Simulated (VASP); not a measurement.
# Si (Fd-3m) in VASP: Born charges and dielectric tensor with PBE

Aim: the Born charges and dielectric tensor of Si with PBE.

Everything below comes from runs of VASP 6.6.1. Logs are shortened: lines on timing, memory, paths and dates and some standing lists are left out, and cuts for length are marked.

**1. The crystal as given**

It takes space group Fd-3m (No. 227, cubic). Conventional cell: a = 5.469 Å, b = 5.469 Å, c = 5.469 Å, α = 90.00°, β = 90.00°, γ = 90.00°. Si (site symmetry -43m) has 4 Si at 2.37 Å as nearest neighbours.

**2. Born charges and dielectric tensor, PBE**

Input file INCAR:

```
ALGO = Normal
EDIFF = 0.05
ENCUT = 520
GGA = PE
IBRION = 8
ISIF = 2
ISMEAR = 0
LASPH = True
LCHARG = False
LEPSILON = True
LREAL = False
LWAVE = False
NELM = 60
NSW = 1
PREC = Accurate
SIGMA = 0.02
```

Input file KPOINTS:

```
k-points
0
Gamma
  10 10 10
```

Input file POSCAR:

```
Si                                      
1.0
    0.0000000000      2.7345517442      2.7345517442
    2.7345517442      0.0000000000      2.7345517442
    2.7345517442      2.7345517442      0.0000000000
  Si            
     2
Direct
     0.7500000000000000    0.7500000000000000    0.7500000000000000
     0.5000000000000000    0.5000000000000000    0.5000000000000000
```

Potentials or basis: VASP PAW PBE potentials, release 64 (Si).

The run is started by

```sh
> cat potpaw_PBE.64/Si/POTCAR > POTCAR
> mpirun -np 1 vasp_std > vasp.out
```

OUTCAR:

```text
EDIFF = 0.05
   ENCUT = 520
   GGA = PE
   IBRION = 8
   ISIF = 2
   ISMEAR = 0
   LASPH = True
   LEPSILON = True
   LREAL = False
   NELM = 60
   NSW = 1
   PREC = Accurate

 ion  position               nearest neighbor table
   1  0.750  0.750  0.750-   2 2.37   2 2.37   2 2.37   2 2.37
   2  0.500  0.500  0.500-   1 2.37   1 2.37   1 2.37   1 2.37

  LATTYP: Found a face centered cubic cell.
 ALAT       =     5.4691034884

  Lattice vectors:

 A1 = (   0.0000000000,   2.7345517442,   2.7345517442)
 A2 = (   2.7345517442,   0.0000000000,   2.7345517442)
 A3 = (   2.7345517442,   2.7345517442,   0.0000000000)

Analysis of symmetry for initial positions (statically):
=====================================================================
 Subroutine PRICEL returns:
 Original cell was already a primitive cell.

 Routine SETGRP: Setting up the symmetry group for a
 face centered cubic supercell.

 Subroutine GETGRP returns: Found 48 space group operations
 (whereof 24 operations were pure point group operations)
 out of a pool of 48 trial point group operations.

The static configuration has the point symmetry T_d .
 The point group associated with its full space group is O_h .

Analysis of symmetry for dynamics (positions and initial velocities):
=====================================================================
 Subroutine PRICEL returns:
 Original cell was already a primitive cell.

 Routine SETGRP: Setting up the symmetry group for a
 face centered cubic supercell.

 Subroutine GETGRP returns: Found 48 space group operations
 (whereof 24 operations were pure point group operations)
 out of a pool of 48 trial point group operations.

The dynamic configuration has the point symmetry T_d .
 The point group associated with its full space group is O_h .

 Subroutine INISYM returns: Found 48 space group operations
 (whereof 24 operations are pure point group operations),
 and found     1 'primitive' translations
[... 492 lines left out ...]
     0.00839  0.00000  0.00000
     0.00000 -0.00113-12.65574
     0.00000-12.65574 -0.00113

 MACROSCOPIC STATIC DIELECTRIC TENSOR (including local field effects in DFT)
 ------------------------------------------------------
          14.033891    -0.000000     0.000000
          -0.000000    14.033891     0.000000
          -0.000000     0.000000    14.033891
 ------------------------------------------------------

 PIEZOELECTRIC TENSOR (including local field effects)  for field in x, y, z        (e  Angst)
          XX          YY          ZZ          XY          YZ          ZX
  --------------------------------------------------------------------------------
  x    -0.00000    -0.00000    -0.00000     0.00000    -0.00000    -0.00000
  y     0.00000    -0.00000     0.00000    -0.00000     0.00000     0.00000
  z     0.00000     0.00000     0.00000    -0.00000    -0.00000     0.00000

 PIEZOELECTRIC TENSOR (including local field effects)  for field in x, y, z        (C/m^2)
          XX          YY          ZZ          XY          YZ          ZX
  --------------------------------------------------------------------------------
  x    -0.00000    -0.00000    -0.00000     0.00000    -0.00000    -0.00000
  y     0.00000    -0.00000     0.00000    -0.00000     0.00000     0.00000
  z     0.00000     0.00000     0.00000    -0.00000    -0.00000     0.00000

 BORN EFFECTIVE CHARGES (including local field effects) (in |e|, cummulative output)
 ---------------------------------------------------------------------------------
 ion    1
    1     0.00000     0.00000     0.00000
    2     0.00000     0.00000     0.00000
    3     0.00000     0.00000     0.00000
 ion    2
    1    -0.00000     0.00000     0.00000
    2    -0.00000    -0.00000     0.00000
    3    -0.00000     0.00000    -0.00000

 INTERNAL STRAIN TENSOR FOR ION    2 for displacements in x,y,z  (eV/Angst):
          X           Y           Z          XY          YZ          ZX
  --------------------------------------------------------------------------------
  x     0.00000    -0.00000    -0.00000     0.00000    12.65574     0.00000
  y     0.00000    -0.00000     0.00000     0.00000     0.00000    12.65574
  z    -0.00000    -0.00000     0.00000    12.65574     0.00000     0.00000

 SECOND DERIVATIVES (NOT SYMMETRIZED)
 ------------------------------------
               1X          1Y          1Z          2X          2Y          2Z
  1X   -12.714139    0.000000    0.000000   12.714139    0.000000    0.000000
  1Y     0.000000  -12.714139    0.000000    0.000000   12.714139    0.000000
  1Z     0.000000    0.000000  -12.714139    0.000000    0.000000   12.714139
  2X    12.714139    0.000000    0.000000  -12.714139    0.000000    0.000000
  2Y     0.000000   12.714139    0.000000    0.000000  -12.714139    0.000000
  2Z     0.000000    0.000000   12.714139    0.000000    0.000000  -12.714139

 Eigenvectors and eigenvalues of the dynamical matrix
 ----------------------------------------------------

   1 f  =   14.875514 THz    93.465614 2PiTHz  496.193751 cm-1    61.520157 meV
             X         Y         Z           dx          dy          dz
      4.101828  4.101828  4.101828     0.000000   -0.707107    0.000000
      2.734552  2.734552  2.734552     0.000000    0.707107    0.000000
[... 21 lines left out ...]
   6 f  =    0.000000 THz     0.000000 2PiTHz    0.000000 cm-1     0.000000 meV
             X         Y         Z           dx          dy          dz
      4.101828  4.101828  4.101828     0.000000    0.000000    0.707107
      2.734552  2.734552  2.734552     0.000000    0.000000    0.707107

--------------------------------------------------------------------------------------------------------

 MACROSCOPIC STATIC DIELECTRIC TENSOR IONIC CONTRIBUTION
 ------------------------------------------------------
           0.000000     0.000000     0.000000
           0.000000     0.000000     0.000000
           0.000000     0.000000     0.000000
 ------------------------------------------------------

 ELASTIC MODULI CONTR FROM IONIC RELAXATION (kBar)
 Direction    XX          YY          ZZ          XY          YZ          ZX
 --------------------------------------------------------------------------------
 XX          -0.0000      0.0000      0.0000      0.0000     -0.0000     -0.0000
 YY           0.0000     -0.0000      0.0000      0.0000      0.0000      0.0000
 ZZ           0.0000      0.0000     -0.0000     -0.0000      0.0000     -0.0000
 XY           0.0000      0.0000     -0.0000   -493.5262      0.0000      0.0000
 YZ          -0.0000      0.0000      0.0000      0.0000   -493.5262      0.0000
 ZX          -0.0000      0.0000     -0.0000      0.0000      0.0000   -493.5262
 --------------------------------------------------------------------------------

 PIEZOELECTRIC TENSOR IONIC CONTR  for field in x, y, z        (C/m^2)
          XX          YY          ZZ          XY          YZ          ZX
  --------------------------------------------------------------------------------
  x    -0.00000     0.00000     0.00000     0.00000    -0.00000     0.00000
  y    -0.00000     0.00000    -0.00000     0.00000    -0.00000    -0.00000
  z     0.00000     0.00000    -0.00000    -0.00000    -0.00000     0.00000
```

OSZICAR:

```text
N       E                     dE             d eps       ncg     rms          rms(c)
DAV:   1     0.797982479919E+01    0.79798E+01   -0.33687E+03   752   0.805E+02
DAV:   2    -0.107804173524E+02   -0.18760E+02   -0.18249E+02  1176   0.833E+01
DAV:   3    -0.110163853088E+02   -0.23597E+00   -0.23597E+00  1000   0.121E+01
DAV:   4    -0.110172965327E+02   -0.91122E-03   -0.91122E-03  1152   0.828E-01
DAV:   5    -0.110173029585E+02   -0.64258E-05   -0.64258E-05   552   0.346E-02    0.475E+00
[... 57 lines left out ...]
 Linear response DOF=           1
 Linear response progress:
  Degree of freedom:   1/  1
       N       E                     dE             d eps       ncg     rms          rms(c)
RMM:   1    -0.194579904185E-01   -0.19458E-01    0.12046E-02  6185   0.107E+00
RMM:   2    -0.171797886340E-01    0.22782E-02   -0.33832E-05  4356   0.220E-01    0.909E-02
 Linear response finished
```

Run time: 78 s. Hardware: 1 thread of AMD EPYC 7R13 (Zen 3), shared host; peak memory 0.24 GiB.

What came out:

| Property | Result |
| --- | --- |
| Band gap on the k mesh | 0.61 eV, indirect (least direct gap 2.56 eV) |
| Electronic dielectric tensor (diagonal) | 14.03 |
| Born charges (mean of the diagonal) | Si +0.00 e |
| Highest phonon frequency at Γ | 496 cm⁻¹ |

Phonon frequencies in cm⁻¹ (negative: imaginary):
```
              q point        frequencies
(0.000, 0.000, 0.000)  0 0 0 496 496 496
```

Electronic dielectric tensor:
```
14.03  0.00  0.00
 0.00 14.03  0.00
 0.00  0.00 14.03
```

Born effective charge tensors (e):
atom 1, Si
```
0.00 0.00 0.00
0.00 0.00 0.00
0.00 0.00 0.00
```
atom 2, Si
```
0.00 0.00 0.00
0.00 0.00 0.00
0.00 0.00 0.00
```

Caveat: the gap is small at this level, which inflates the dielectric constant.
